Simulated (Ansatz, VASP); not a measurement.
# Ti6AlSiC4 (Ti3Al0.5Si0.5C2, 312 MAX phase): VASP beside Ansatz

Aim: how closely do two programs agree when they are given the same cell, functional and k mesh? The cell is invented: As first built, before any earlier steps moved the atoms (in the runner's words): 2x2x1 conventional cells of the Ti3AlC2 type (48 atoms: 16 C, 4 Al, 4 Si, 24 Ti); Al/Si share their sites, the best of 600 random draws by like-pair counts in two shells; start lattice by linear mixing of the end members' cells; atoms moved at random by 0.02 A. It may not be a known or stable phase. The structure shown is the start of the Ansatz relaxation below; VASP solves that cell, so the two are compared at the walk's first step.

Program: Ansatz 0.2.0. Level of theory: plane waves, with VASP 6.6.1 beside it; single point at PBE. Results are calculated unless marked as measured.

## (1) Set-up

The cell holds 48 atoms: 16 C, 4 Al, 4 Si and 24 Ti. Its edges and angles: a = 6.151 Å, b = 6.151 Å, c = 18.175 Å, α = 90.0°, β = 90.0°, γ = 120.0°. It derives from Ti3AlC2 (Ti3AlC2 type, space group 194), repeated 2×2×1. As first built, before any earlier steps moved the atoms (in the runner's words): 2x2x1 conventional cells of the Ti3AlC2 type (48 atoms: 16 C, 4 Al, 4 Si, 24 Ti); Al/Si share their sites, the best of 600 random draws by like-pair counts in two shells; start lattice by linear mixing of the end members' cells; atoms moved at random by 0.02 A.

## (2) Ansatz: relaxation, PBE

Ansatz runs on its default PAW (the set named soft_2) files.

The two programs are compared at the cell with which this relaxation starts, whose forces are those of its first step.

Input file input.yaml:

```yaml
crystal:
  lattice:
    - [6.15096, -3.0e-05, 9.0e-05]
    - [-3.07551, 5.32665, 3.0e-05]
    - [0.00027, 0.00025, 18.17484]
  atoms:
    - { symbol: C, position: [0.16841, 0.33461, 0.5743] }
    - { symbol: C, position: [0.33344, 0.16626, 0.06788] }
    - { symbol: C, position: [0.16839, 0.33463, 0.92615] }
    - { symbol: C, position: [0.33345, 0.16624, 0.43257] }
    - { symbol: C, position: [0.16841, 0.83278, 0.57431] }
    - { symbol: C, position: [0.33448, 0.66677, 0.06863] }
    - { symbol: C, position: [0.16842, 0.83281, 0.92614] }
    - { symbol: C, position: [0.33445, 0.66674, 0.43182] }
    - { symbol: C, position: [0.66781, 0.33343, 0.57334] }
    - { symbol: C, position: [0.83497, 0.16624, 0.06786] }
    - { symbol: C, position: [0.66781, 0.33345, 0.92711] }
    - { symbol: C, position: [0.83496, 0.16621, 0.43257] }
    - { symbol: C, position: [0.66658, 0.83281, 0.57431] }
    - { symbol: C, position: [0.83498, 0.66777, 0.06788] }
    - { symbol: C, position: [0.66658, 0.83281, 0.92614] }
    - { symbol: C, position: [0.83497, 0.66776, 0.43257] }
    - { symbol: Al, position: [0.00122, 0.00032, 0.75022] }
    - { symbol: Al, position: [0.99568, 0.49739, 0.25023] }
    - { symbol: Al, position: [0.50383, 0.00547, 0.25022] }
    - { symbol: Al, position: [0.50374, 0.49734, 0.25022] }
    - { symbol: Si, position: [0.00108, 5.0e-05, 0.25022] }
    - { symbol: Si, position: [0.9922, 0.49568, 0.75023] }
    - { symbol: Si, position: [0.50556, 0.00889, 0.75022] }
    - { symbol: Si, position: [0.50558, 0.49553, 0.75022] }
    - { symbol: Ti, position: [0.00112, 0.0001, 0.9969] }
    - { symbol: Ti, position: [0.00113, 7.0e-05, 0.50354] }
    - { symbol: Ti, position: [0.1669, 0.33164, 0.12809] }
    - { symbol: Ti, position: [0.33638, 0.16768, 0.63355] }
    - { symbol: Ti, position: [0.16688, 0.33158, 0.37235] }
    - { symbol: Ti, position: [0.3364, 0.16773, 0.8669] }
    - { symbol: Ti, position: [0.0031, 0.50108, 0.99699] }
    - { symbol: Ti, position: [0.0031, 0.50106, 0.50345] }
    - { symbol: Ti, position: [0.16687, 0.8343, 0.12808] }
    - { symbol: Ti, position: [0.33447, 0.66671, 0.63611] }
    - { symbol: Ti, position: [0.16691, 0.83429, 0.37236] }
    - { symbol: Ti, position: [0.33448, 0.66676, 0.86434] }
    - { symbol: Ti, position: [0.50015, 0.99812, 0.99699] }
    - { symbol: Ti, position: [0.50016, 0.99809, 0.50345] }
    - { symbol: Ti, position: [0.6678, 0.33341, 0.12589] }
    - { symbol: Ti, position: [0.83351, 0.1677, 0.63355] }
    - { symbol: Ti, position: [0.66779, 0.3334, 0.37455] }
    - { symbol: Ti, position: [0.83351, 0.16774, 0.8669] }
    - { symbol: Ti, position: [0.50014, 0.50107, 0.99698] }
    - { symbol: Ti, position: [0.50015, 0.50105, 0.50346] }
    - { symbol: Ti, position: [0.66959, 0.83431, 0.12809] }
    - { symbol: Ti, position: [0.83354, 0.66484, 0.63356] }
    - { symbol: Ti, position: [0.66958, 0.83428, 0.37235] }
    - { symbol: Ti, position: [0.83353, 0.66489, 0.86689] }
kpoints:
  mp_grid: { grid: [4, 4, 1] }
hamiltonian:
  xc: pbe
scf:
  occupations: { method: methfessel_paxton, width: 0.15 }
output:
  forces: true
  stress: true
relax:
  f_tol: 0.02
  max_steps: 25
  cell: { stress_tol: 0.1 }
```

Started as:

```bash
$ ansatz run input.yaml --threads 32 --pin off --max-ram 143360MiB --backend cuda --events-out ev --progress --plain --runs-dir out
```

Numbers of over 12 decimals in the logs are rounded to 6 here.

The log of the run:

```text
The last accepted step is kept in <dir> (removed where the run ends without a failure and the disk answers)
Engine: ansatz 0.2.0, aarch64-unknown-linux-gnu
Pseudopotentials: kind: paw
Pseudopotential: C, paw, valence charge 4, recommended cutoff 420 eV (normal), C.paw.azcp
Pseudopotential: Al, paw, valence charge 3, recommended cutoff 420 eV (normal), Al.paw.azcp
Pseudopotential: Si, paw, valence charge 4, recommended cutoff 420 eV (normal), Si.paw.azcp
Pseudopotential: Ti, paw, valence charge 12, recommended cutoff 420 eV (normal), Ti.paw.azcp
Functional definition: PBE
  parameter kappa = 0.804
  parameter beta = 0.066725
  exchange = pbe_x(kappa = kappa, mu = beta*pi^2/3)
  correlation = pbe_c(beta = beta)
device memory: the entry about to start is reckoned to put 20.4 GiB on a device that reports 182.5 GiB free
GPU FFT provider: cuFFT
GPU libraries: cuBLAS 13.8.1, cuFFT 12.4.0, cuSOLVER 12.3.2
GPU matrix products: emulated (plane waves: as basis.precision tells), large ones in fixed point in workspaces of 1.00 GiB
Crystal: 48 atoms, lattice volume = 595.479 Å³
Basis set: ecut = 420 eV, 11635 PW (Γ), exchange–correlation on 90×90×250 points (8 copies of the dense FFT grid, shifted against one another)
Bands: 238, of which v1, the nominal top of the filled ones, is band 190 counted from 1 (189 counted from 0)
Symmetry: 1 space group operations
Space group: P1 (ITA 1), of the structure as read, at distance tolerance 8.4e-5 Å
k-points: 10 of 16 (time reversal used)
Non-local potential: C, projectors of the file, l = 0: 2, l = 1: 2, l = 2: 1
Non-local potential: Al, projectors of the file, l = 0: 2, l = 1: 2, l = 2: 1
Non-local potential: Si, projectors of the file, l = 0: 2, l = 1: 2, l = 2: 2
Non-local potential: Ti, projectors of the file, l = 0: 3, l = 1: 2, l = 2: 3, l = 3: 1
PAW form: soft (Blöchl's): semilocal exchange-correlation on the pseudo side does not see the compensation charge
PAW one-centre angular grid: C, 110 points (default); XC on 64 Gauss nodes
PAW one-centre angular grid: Al, 110 points (default); XC on 64 Gauss nodes
PAW one-centre angular grid: Si, 110 points (default); XC on 64 Gauss nodes
PAW one-centre angular grid: Ti, 590 points (default); XC on 64 Gauss nodes
Initial density: superposition of atomic densities (neutral atoms: chi_scale 0, normalization atom), corrected by the library's trained network
Initial wavefunctions: pseudopotential atomic-orbital guess
GPU buffer pool allocated for 253125 grid points (all kernels)
GPU transforms: local potential and band sums: pruned to the plane-wave sphere, on 45×45×125
Functional: x = pbe(κ = 0.804, μ = 0.219515), c = pbe(β = 0.066725)
SCF iter   1: F=—  HF=-68739.260234 eV  |F-HF|=—  |Δ(HF+E_count)|=         —  Δρ=3.44e-3  dr2=1.04e0  ethr=1.77e-3  ⟨swp⟩=5.7  Hψ=9503  notcnv=0
preconditioner: auto → Kerker (q_TF=auto, 2.531 Å⁻¹)  [metal: Δε(μ)=0.057 eV  Ē_g=6.015 eV  σ=0.150 eV  W_gap=0.32  n_scr=176 (ndim 8)  ℏωp=20.9 eV  f_vac=0.000  D(μ)=15.69/eV (n_scr^D=108)]
SCF iter   2: F=—  HF=-68739.230512 eV  |F-HF|=—  |Δ(HF+E_count)|=   2.97e-2  S|Δr|=    0.00e0  Δρ=1.95e-3  dr2=4.47e-1  ethr=2.74e-4  ⟨swp⟩=1.0  Hψ=2740  notcnv=0
SCF iter   3: F=—  HF=-68739.211664 eV  |F-HF|=—  |Δ(HF+E_count)|=   1.88e-2  S|Δr|=    0.00e0  Δρ=5.16e-4  dr2=2.13e-2  ethr=1.18e-4  ⟨swp⟩=2.0  Hψ=2532  notcnv=0
SCF iter   4: F=—  HF=-68739.212955 eV  |F-HF|=—  |Δ(HF+E_count)|=   1.29e-3  S|Δr|=    0.00e0  Δρ=2.35e-4  dr2=1.27e-3  ethr=5.60e-6  ⟨swp⟩=2.0  Hψ=2796  notcnv=0
SCF iter   5: F=—  HF=-68739.207618 eV  |F-HF|=—  |Δ(HF+E_count)|=   5.34e-3  S|Δr|=    0.00e0  Δρ=8.83e-5  dr2=1.10e-4  ethr=3.34e-7  ⟨swp⟩=2.0  Hψ=2948  notcnv=0
SCF iter   6: F=—  HF=-68739.207612 eV  |F-HF|=—  |Δ(HF+E_count)|=   6.57e-6  S|Δr|=    0.00e0  Δρ=2.28e-5  dr2=1.53e-5  ethr=2.89e-8  ⟨swp⟩=2.0  Hψ=2983  notcnv=0
SCF iter   7: F=—  HF=-68739.209324 eV  |F-HF|=—  |Δ(HF+E_count)|=   1.71e-3  S|Δr|=    0.00e0  Δρ=5.15e-6  dr2=5.07e-7  ethr=4.02e-9  ⟨swp⟩=2.0  Hψ=3159  notcnv=0
SCF iter   8: F=-68739.209324 eV  HF=-68739.209324 eV  |F-HF|=3.80e-8  |Δ(HF+E_count)|=   5.77e-8  S|Δr|=    0.00e0  Δρ=1.82e-6  dr2=4.60e-8  ethr=2.63e-11  ⟨swp⟩=4.0  Hψ=7046  notcnv=0
SCF 1 converged in 8 iterations: F = -68739.209324 eV  dr2 = 4.60e-8
  greatest PAW one-centre occupation: 0.999 electrons in one spin orbital (limit 2), on the Ti atom at site 24 (counted from 0), in its partial waves of l = 0
relax step   1: F+E_penalty+E_count = -68739.20932401 eV  Δ(F+E_penalty+E_count) = +0.000e0 eV  max|allowed force component| = 1.620e-1 eV/Å  Δτ_max = 0.0000 Å  P = -0.008 GPa  Ω = 595.479 Å³  (8 SCF iters, dr2 threshold 1.00e-7 eV, accepted)
[...]
relax step   3: F+E_penalty+E_count = -68739.21689085 eV  Δ(F+E_penalty+E_count) = -4.357e-3 eV  max|allowed force component| = 9.370e-3 eV/Å  Δτ_max = 0.0060 Å  P = +0.051 GPa  Ω = 595.822 Å³  energy of the carried Pulay correction = -3.380e-4 eV  (6 SCF iters, dr2 threshold 8.81e-7 eV, accepted)
[...]
relax step   4: F+E_penalty+E_count = -68739.21726307 eV  Δ(F+E_penalty+E_count) = -3.722e-4 eV  max|allowed force component| = 9.311e-3 eV/Å  Δτ_max = 0.0000 Å  P = +0.052 GPa  Ω = 595.822 Å³  stress off target by 5.21e-2 GPa  SCF on the basis re-selected at this cell (its energy is not comparable with the rows above)  (5 SCF iters)
basis re-selected at this cell: Δ(F+E_penalty+E_count) = -3.722e-4 eV, ΔP = +0.001 GPa vs the last step (what re-selecting the basis moved, of the pressure what is left beyond the Pulay correction that the steps carried, after the strain that the cell walked since its last selection, with what the two solves' SCF thresholds leave and, on support functions, any second-order correction that the steps lacked; it is no m [...]
SCF converged after 5 iterations
Stability not checked: this state was not tested for a lower state beside it, because cold or Methfessel-Paxton smearing, or corrected tetrahedra, fill the levels in a way that the test cannot read (fill_not_monotonic; see scf.lower_state_search)
Free energy (F): -68739.217263 eV
Harris-Foulkes:  -68739.217263 eV  (|F-HF|=2.33e-10)
Internal energy: -68739.216426 eV  (E = F + TS)
E sigma→0 (E₀):  -68739.217054 eV
Entropy (-TS):   -0.000837 eV (-0.017 meV/atom)
Fermi energy:    13.012536 eV
Step filling:    the computed levels leave a gap of 0.0000 eV = 0.0 smearing widths at the electron count; against every level under it full and every level over it empty, smearing changes F+E_penalty+E_count by +6.657 meV and its σ→0 estimate by +6.866 meV
--- Per-component energies (eV) ---
  E_band       = -3336.663253
  E_kinetic    = 8242.753972
  E_local      = -31750.527697  (includes V_loc(G=0)·N_el)
  E_nonlocal   = 718.712041
  E_hartree    = 13942.185180
  E_xc         = -3525.197352
  E_vxc        = -4233.536193  (∫ρ·V_xc dr)
  E_paw        = -30627.056657  (= ΣΔE_a)
  E_vpaw       = -4198.437661  (= ΣTr[D̂ρ^β])
  E_aug_tail   = 0.003232  (compensation charges beyond the density's cutoff)
  E_ewald      = -25740.089146
  E_smearing   = -0.000837  (= −TS)
  E_closure    = -0.000000  (closes the sum)
  Σ components = -68739.217263   (vs F -68739.217263, Δ=0.00e0)
--- Forces (eV/Å), atoms counted from 1 ---
  atom   1  C     -0.00000715    -0.00070938    -0.00530646
  atom   2  C      0.00027646     0.00015091    -0.00289661
  atom   3  C     -0.00003056    -0.00068131     0.00517290
  atom   4  C      0.00025658     0.00012950     0.00282367
  atom   5  C     -0.00062777     0.00039691    -0.00542695
  atom   6  C     -0.00002700    -0.00003726     0.00007788
  atom   7  C     -0.00068745     0.00040072     0.00536204
  atom   8  C      0.00000071    -0.00005558    -0.00017599
  atom   9  C      0.00003580    -0.00003350    -0.00931123
  atom  10  C     -0.00024871     0.00019845    -0.00281769
  atom  11  C      0.00004514    -0.00003112     0.00919743
  atom  12  C     -0.00029447     0.00016549     0.00278396
  atom  13  C      0.00073155     0.00034327    -0.00537093
  atom  14  C      0.00000006    -0.00029381    -0.00296194
  atom  15  C      0.00066497     0.00039864     0.00523610
  atom  16  C      0.00002153    -0.00029622     0.00281880
  atom  17  Al     0.00002873    -0.00003013    -0.00001340
  atom  18  Al     0.00008953     0.00007184     0.00004691
  atom  19  Al    -0.00004228    -0.00014293    -0.00001569
  atom  20  Al    -0.00011391     0.00005592    -0.00000307
  atom  21  Si     0.00003658    -0.00006013    -0.00002418
  atom  22  Si    -0.00019096    -0.00021636    -0.00000491
  atom  23  Si    -0.00006980     0.00045247    -0.00000595
  atom  24  Si     0.00021056    -0.00003767    -0.00001035
[...]
atom  41  Ti     0.00000419    -0.00001687    -0.00609390
  atom  42  Ti     0.00039335    -0.00020967    -0.00610350
  atom  43  Ti     0.00029518    -0.00013464    -0.00414766
  atom  44  Ti     0.00030652    -0.00015396     0.00426233
  atom  45  Ti    -0.00096937    -0.00055038     0.00422772
  atom  46  Ti    -0.00003210     0.00051080     0.00621589
  atom  47  Ti    -0.00101393    -0.00056663    -0.00415866
  atom  48  Ti    -0.00003742     0.00048060    -0.00616791
  max |Σ_I F_I| component: 8.14e-7 eV/Å
--- Stress (GPa, compression-positive) ---
        0.052079       0.000012       0.000051
        0.000012       0.051898       0.000006
        0.000051       0.000006       0.051545
  P = ⅓ Tr σ = 0.0518 GPa (0.518 kbar)
--- Band table (eV; the first three rows and the last of 10) ---
--- Relaxed structure (3 steps of the walk, 3 accepted, 1 SCFs on fresh bases) ---
  F+E_penalty+E_count = -68739.21726307 eV   max|allowed force component| = 9.311e-3 eV/Å   (the final SCF, on the basis selected at the relaxed cell)
  cell:  # Å, volume = 595.8221 Å³
    - [6.146400, 1.7988799020796541e-6, -8.783886902997685e-7]
    - [-3.073203, 5.322943, 1.7854737697872639e-6]
    - [7.37401259984932e-7, -1.9999865941580197e-6, 18.211424]
  atoms:
    [... one line an atom ...]
```

(Part 1 of 2 ends here.)

[Lines on the potential files, build, host, timing and source positions are cut from VASP's logs without a mark.]

[Logs are printed without paths, hosts, clocks, repeated set-up lines and the standing remarks that a program may print on its own settings, such as how far it seeks lower states.]

[Hosts, paths, dates, database ids (printed as entryN), source tags and the programs' standing remarks are cut or masked in the printed files.]
